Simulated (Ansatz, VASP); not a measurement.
# Cross-check of BN between VASP and Ansatz, part 2 of 2

Aim: how closely do two programs agree when they are given the same cell, functional and k mesh? The structure shown comes from an earlier Ansatz run, which isn't shown and may have moved the atoms alone.

VASP 6.6.1 and Ansatz 0.2.0.

So far: Starting point; Ansatz: elastic constants, LDA.

## Step 3: VASP: elastic constants, LDA

Level of this step: LDA; plane waves and PAW (B, N) (VASP).

The same cell, functional (in two slightly different forms) and mesh now go to VASP, with its own data sets.

Lines of VASP's logs that name or quote its potential files are left out, and so is its time.

The input, INCAR:

```
SYSTEM = BN
PREC = Accurate
ENCUT = 600
EDIFF = 1E-08
NELM = 120
ISMEAR = 0
SIGMA = 0.01
LREAL = .FALSE.
ALGO = Normal
GGA = CA
NBANDS = 10
LORBIT = 11
LWAVE = .FALSE.
LCHARG = .FALSE.
ISIF = 3
IBRION = 6
NFREE = 2
POTIM = 0.015
NSW = 1
LASPH = .TRUE.
GGA_COMPAT = .FALSE.
EFERMI = MIDGAP
```

The input, POSCAR:

```
BN
1.0
    0.0000000000      1.7909829907      1.7909829907
    1.7909829907      0.0000000000      1.7909829907
    1.7909829907      1.7909829907      0.0000000000
B N
1 1
Direct
    0.0000000000      0.0000000000      0.0000000000
    0.7500000000      0.7500000000      0.7500000000
```

The input, KPOINTS:

```
Automatic mesh
0
Gamma
12 12 12
0 0 0
```

PAW data sets: B and N (LDA family, release 64).

Command:

```console
> mpirun -np 1 vasp_std
```

Output:

```text
[banner, memory and clock lines left out]
running    1 mpi-ranks, on    1 nodes
 distrk:  each k-point on    1 cores,    1 groups
 distr:  one band on    1 cores,    1 groups

 POSCAR found type information on POSCAR B N
 POSCAR found :  2 types and       2 ions
 LDA part: xc-table for (Slater(with rela. corr.)+CA(PZ))
 , standard interpolation
 POSCAR, INCAR and KPOINTS ok, starting setup
 FFT: planning ... GRIDC
 FFT: planning ... GRID_SOFT
 FFT: planning ... GRID
 WAVECAR not read
 entering main loop
       N       E                     dE             d eps       ncg     rms          rms(c)
DAV:   1     0.114395515510E+02    0.11440E+02   -0.55121E+03  1472   0.887E+02
DAV:   2    -0.200965895763E+02   -0.31536E+02   -0.30612E+02  1708   0.172E+02
DAV:   3    -0.205975132294E+02   -0.50092E+00   -0.49984E+00  1670   0.191E+01
DAV:   4    -0.205981251770E+02   -0.61195E-03   -0.61194E-03  1594   0.794E-01
DAV:   5    -0.205981257665E+02   -0.58949E-06   -0.58950E-06  1624   0.244E-02    0.664E+00
DAV:   6    -0.195674973758E+02    0.10306E+01   -0.33294E+00  1464   0.113E+01    0.315E+00
DAV:   7    -0.194489285544E+02    0.11857E+00   -0.99179E-02  1594   0.273E+00    0.179E+00
DAV:   8    -0.194165230753E+02    0.32405E-01   -0.50133E-02  1612   0.160E+00    0.188E-01
DAV:   9    -0.194163725227E+02    0.15055E-03   -0.86283E-04  1554   0.280E-01    0.815E-02
DAV:  10    -0.194163568324E+02    0.15690E-04   -0.44195E-05  1620   0.672E-02    0.138E-02
DAV:  11    -0.194163573086E+02   -0.47616E-06   -0.17383E-06  1622   0.961E-03    0.611E-03
DAV:  12    -0.194163572403E+02    0.68291E-07   -0.49295E-07  1592   0.442E-03    0.217E-04
DAV:  13    -0.194163572409E+02   -0.57003E-09   -0.76603E-09   910   0.901E-04
   1 F= -.19416357E+02 E0= -.19416357E+02  d E =0.000000E+00
[... from here on, the cycles between the ionic steps are left out ...]
   2 F= -.19410064E+02 E0= -.19410064E+02  d E =0.000000E+00
   3 F= -.19409374E+02 E0= -.19409374E+02  d E =0.000000E+00
   8 F= -.19412487E+02 E0= -.19412487E+02  d E =0.000000E+00
   9 F= -.19412487E+02 E0= -.19412487E+02  d E =0.000000E+00
  10 F= -.19412487E+02 E0= -.19412487E+02  d E =0.000000E+00
  11 F= -.19412487E+02 E0= -.19412487E+02  d E =0.000000E+00
  12 F= -.19412487E+02 E0= -.19412487E+02  d E =0.000000E+00
  13 F= -.19412487E+02 E0= -.19412487E+02  d E =0.000000E+00
  14 F= -.19413473E+02 E0= -.19413473E+02  d E =0.000000E+00
  15 F= -.19413473E+02 E0= -.19413473E+02  d E =0.000000E+00
  16 F= -.19413474E+02 E0= -.19413474E+02  d E =0.000000E+00
 Finite differences progress:
  Degree of freedom:   8/  8
  Displacement:        1/  2
  Total:              15/ 16
 bond charge predicted
       N       E                     dE             d eps       ncg     rms          rms(c)
DAV:   1    -0.194156260612E+02   -0.21518E-02   -0.23208E+00  5640   0.114E+01    0.351E-01
DAV:   2    -0.194142752118E+02    0.13508E-02   -0.10692E-02  6438   0.109E+00    0.188E-01
DAV:   3    -0.194134760186E+02    0.79919E-03   -0.22904E-03  6042   0.393E-01    0.334E-02
DAV:   4    -0.194134774270E+02   -0.14084E-05   -0.94580E-05  6294   0.925E-02    0.225E-02
DAV:   5    -0.194134742136E+02    0.32134E-05   -0.49815E-06  6144   0.193E-02    0.150E-03
DAV:   6    -0.194134741999E+02    0.13755E-07   -0.19646E-07  6298   0.405E-03    0.133E-03
DAV:   7    -0.194134741988E+02    0.10350E-08   -0.67611E-09  3328   0.736E-04
  17 F= -.19413474E+02 E0= -.19413474E+02  d E =0.000000E+00
 Finite differences progress:
  Degree of freedom:   8/  8
  Displacement:        2/  2
  Total:              16/ 16
```

OUTCAR, selected parts (step 3):

```text
ion  position               nearest neighbor table
   1  0.000  0.000  0.000-   2 1.55   2 1.55   2 1.55   2 1.55
   2  0.750  0.750  0.750-   1 1.55   1 1.55   1 1.55   1 1.55

  LATTYP: Found a face centered cubic cell.
 ALAT       =     3.5819659814

 Subroutine GETGRP returns: Found 24 space group operations
 (whereof 24 operations were pure point group operations)

The static configuration has the point symmetry T_d .

 Found     72 irreducible k-points:

   k-points           NKPTS =     72   k-points in BZ     NKDIM =     72   number of bands    NBANDS=     10

   dimension x,y,z NGX =    20 NGY =   20 NGZ =   20
   dimension x,y,z NGXF=    40 NGYF=   40 NGZF=   40

   ENCUT  =  600.0 eV  44.10 Ry    6.64 a.u.   5.06  5.06  5.06*2*pi/ulx,y,z

   NELECT =       8.0000    total number of electrons

 k-points in reciprocal lattice and weights: Automatic mesh
   0.00000000  0.00000000  0.00000000       0.001
   0.08333333  0.00000000  0.00000000       0.005
   0.16666667  0.00000000  0.00000000       0.005
   0.25000000  0.00000000  0.00000000       0.005
   0.33333333  0.00000000  0.00000000       0.005
   0.41666667  0.00000000  0.00000000       0.005
   0.50000000  0.00000000  0.00000000       0.002
   0.08333333  0.08333333  0.00000000       0.003
   0.16666667  0.08333333  0.00000000       0.014
[...]
-0.33333333  0.50000000  0.16666667       0.007
  -0.25000000  0.50000000  0.25000000       0.003

 average (electrostatic) potential at core
       1 -29.1899       2 -59.7869

 E-fermi :   9.9915

 k-point     1 :       0.0000    0.0000    0.0000
  band No.  band energies     occupation
      1     -12.6479      2.00000
      2       7.5950      2.00000
      3       7.7388      2.00000
      4       7.8734      2.00000
      5      16.4401      0.00000
      6      16.5462      0.00000
      7      16.6677      0.00000
      8      18.6282      0.00000
      9      32.7479      0.00000
    ...

 k-point     2 :       0.0833    0.0000    0.0000
  band No.  band energies     occupation
      1     -12.4744      2.00000
      2       6.8853      2.00000
      3       7.4116      2.00000
      4       7.6051      2.00000
      5      16.7098      0.00000
      6      16.8425      0.00000
      7      16.9504      0.00000
      8      19.1257      0.00000
      9      32.4222      0.00000
    ...

 k-point     3 :       0.1667    0.0000    0.0000
  band No.  band energies     occupation
      1     -11.9597      2.00000
      2       4.7372      2.00000
      3       6.9646      2.00000
      4       7.1536      2.00000
      5      17.1994      0.00000
      6      17.4350      0.00000
      7      17.6077      0.00000
      8      20.3306      0.00000
      9      31.7206      0.00000
    ...

  Total        0.0212185      0.0240584      0.0240584      0.0000000     -0.0427801      0.0000000
  in kB        2.9588313      3.3548535      3.3548535      0.0000000     -5.9655176      0.0000000
  external PRESSURE =       3.2228461 kB  Pullay stress =       0.0000000 kB

  energy-cutoff  :      600.00
  volume of cell :       11.49
      direct lattice vectors                 reciprocal lattice vectors
     0.000000000  1.790982991  1.790982991    -0.279176297  0.279176297  0.279176297
     1.790982991  0.000000000  1.790982991     0.279176297 -0.279176297  0.279176297
     1.790982991  1.790982991  0.000000000     0.279176297  0.279176297 -0.279176297

 POSITION                                       TOTAL-FORCE (eV/Angst)
 -----------------------------------------------------------------------------------
      0.00000      0.00000      0.00000        -0.384391      0.000000      0.000000
      2.67147      2.68647      2.68647         0.384391      0.000000      0.000000
 -----------------------------------------------------------------------------------
    total drift:                               -0.000128      0.000001      0.000001

  FREE ENERGIE OF THE ION-ELECTRON SYSTEM (eV)
  ---------------------------------------------------
  free  energy   TOTEN  =       -19.4134741988 eV

  energy  without entropy=      -19.4134741988  energy(sigma->0) =      -19.41347420

  SYMMETRIZED ELASTIC MODULI (kBar)
 Direction    XX          YY          ZZ          XY          YZ          ZX
 --------------------------------------------------------------------------------
 XX        8224.3920   1920.9305   1920.9305     -0.0000      0.0000     -0.0000
 YY        1920.9305   8224.3920   1920.9305      0.0000     -0.0000      0.0000
 ZZ        1920.9305   1920.9305   8224.3920     -0.0000     -0.0000      0.0000
 XY          -0.0000      0.0000     -0.0000   4798.7080      0.0000      0.0000
 YZ           0.0000     -0.0000     -0.0000      0.0000   4798.7080      0.0000
 ZX          -0.0000      0.0000      0.0000      0.0000      0.0000   4798.7080
 --------------------------------------------------------------------------------

 Eigenvectors and eigenvalues of the dynamical matrix
 ----------------------------------------------------

   1 f  =   32.042483 THz   201.328861 2PiTHz 1068.822200 cm-1   132.517004 meV
             X         Y         Z           dx          dy          dz
      0.000000  0.000000  0.000000    -0.000000   -0.751219    0.000000
      2.686474  2.686474  2.686474    -0.000000    0.660054    0.000000

   2 f  =   32.042483 THz   201.328861 2PiTHz 1068.822200 cm-1   132.517004 meV
             X         Y         Z           dx          dy          dz
      0.000000  0.000000  0.000000     0.751219    0.000000    0.000000
      2.686474  2.686474  2.686474    -0.660054    0.000000    0.000000

   3 f  =   32.042483 THz   201.328861 2PiTHz 1068.822200 cm-1   132.517004 meV
             X         Y         Z           dx          dy          dz
      0.000000  0.000000  0.000000    -0.000000   -0.000000   -0.751219
      2.686474  2.686474  2.686474    -0.000000    0.000000    0.660054

   4 f/i=    0.001485 THz     0.009328 2PiTHz    0.049522 cm-1     0.006140 meV
             X         Y         Z           dx          dy          dz
      0.000000  0.000000  0.000000    -0.622721    0.208686   -0.065871
      2.686474  2.686474  2.686474    -0.708730    0.237509   -0.074969

   5 f/i=    0.001485 THz     0.009328 2PiTHz    0.049522 cm-1     0.006140 meV
             X         Y         Z           dx          dy          dz
      0.000000  0.000000  0.000000     0.179124    0.600212    0.208160
      2.686474  2.686474  2.686474     0.203864    0.683112    0.236911

   6 f/i=    0.001485 THz     0.009328 2PiTHz    0.049522 cm-1     0.006140 meV
             X         Y         Z           dx          dy          dz
      0.000000  0.000000  0.000000    -0.125712   -0.178511    0.622897
      2.686474  2.686474  2.686474    -0.143075   -0.203166    0.708930

 ELASTIC MODULI CONTR FROM IONIC RELAXATION (kBar)
 Direction    XX          YY          ZZ          XY          YZ          ZX
 --------------------------------------------------------------------------------
 XX          -0.0000      0.0000      0.0000      0.0000     -0.0000     -0.0000
 YY           0.0000     -0.0000      0.0000      0.0000      0.0000      0.0000
 ZZ           0.0000      0.0000     -0.0000     -0.0000      0.0000     -0.0000
 XY           0.0000      0.0000     -0.0000    -44.3103      0.0000      0.0000
 YZ          -0.0000      0.0000      0.0000      0.0000    -44.3103      0.0000
 ZX          -0.0000      0.0000     -0.0000      0.0000      0.0000    -44.3103
 --------------------------------------------------------------------------------

 TOTAL ELASTIC MODULI (kBar)
 Direction    XX          YY          ZZ          XY          YZ          ZX
 --------------------------------------------------------------------------------
 XX        8224.3920   1920.9305   1920.9305     -0.0000      0.0000     -0.0000
 YY        1920.9305   8224.3920   1920.9305      0.0000     -0.0000      0.0000
 ZZ        1920.9305   1920.9305   8224.3920     -0.0000     -0.0000      0.0000
 XY          -0.0000      0.0000     -0.0000   4754.3977      0.0000      0.0000
 YZ           0.0000     -0.0000     -0.0000      0.0000   4754.3977      0.0000
 ZX          -0.0000      0.0000      0.0000      0.0000      0.0000   4754.3977
 --------------------------------------------------------------------------------

 total charge
# of ion       s       p       d       tot
------------------------------------------
    1        0.681   1.413   0.000   2.094
    2        1.200   2.758   0.000   3.958
--------------------------------------------------
tot          1.881   4.171   0.000   6.053

[... 3 further parts left out ...]
```

CONTCAR:

```
BN
   1.00000000000000
     0.0000000000000000    1.7909829907000001    1.7909829907000001
     1.7909829907000001    0.0000000000000000    1.7909829907000001
     1.7909829907000001    1.7909829907000001    0.0000000000000000
  B               N
     1     1
Direct
     0.0000000000000000    0.0000000000000000    0.0000000000000000
     0.7541876444605812    0.7458123555394188    0.7458123555394187
```

The last energy, forces, stress and levels in OUTCAR belong to the last displaced cell, not to the cell of POSCAR.

Levels, forces or a CONTCAR printed for this step are those of its last displaced cell, not of the structure at rest.

## Step 4: Comparison

Known differences besides the potentials themselves: the two LDA forms differ slightly; fixed occupations in Ansatz, narrow Gaussian smearing in VASP; the cutoff is 979.61 eV in Ansatz and 600 eV in VASP; VASP's log shows a relativistic correction to its local exchange, Ansatz's none; VASP takes each elastic constant from one size of strain, Ansatz from those that its log lists; Ansatz's log warns that its cutoff lies below the recommended one. Total energies have different zeros and are not compared.

Compared:

| quantity | Ansatz | VASP | difference |
| --- | --- | --- | --- |
| C11 (GPa) | 822.2 | 822.4 | -0.03 % |
| C22 (GPa) | 822.2 | 822.4 | -0.03 % |
| C33 (GPa) | 822.2 | 822.4 | -0.03 % |
| C12 (GPa) | 189.6 | 192.1 | -1.32 % |
| C13 (GPa) | 189.6 | 192.1 | -1.32 % |
| C23 (GPa) | 189.6 | 192.1 | -1.32 % |
| C44 (GPa) | 477.9 | 475.4 | +0.53 % |
| C55 (GPa) | 477.9 | 475.4 | +0.53 % |
| C66 (GPa) | 477.9 | 475.4 | +0.53 % |

## Step 5: Summary of results

```yaml
difference_in_c12_elastic_constants_lda: -1.3 %
```

The difference in C12 is -1.3 % (elastic constants, LDA), within the 5 % picked in this series as the mark of a large difference. How closely two codes agree says nothing of how well the functional describes the real material.

[Lines on the potential files, build, host, timing and source positions are cut from VASP's logs without a mark.]

[Logs are printed without paths, hosts, clocks, repeated set-up lines and the standing remarks that a program may print on its own settings, such as how far it seeks lower states.]

[Hosts, paths, dates, database ids (printed as entryN), source tags and the programs' standing remarks are cut or masked in the printed files.]
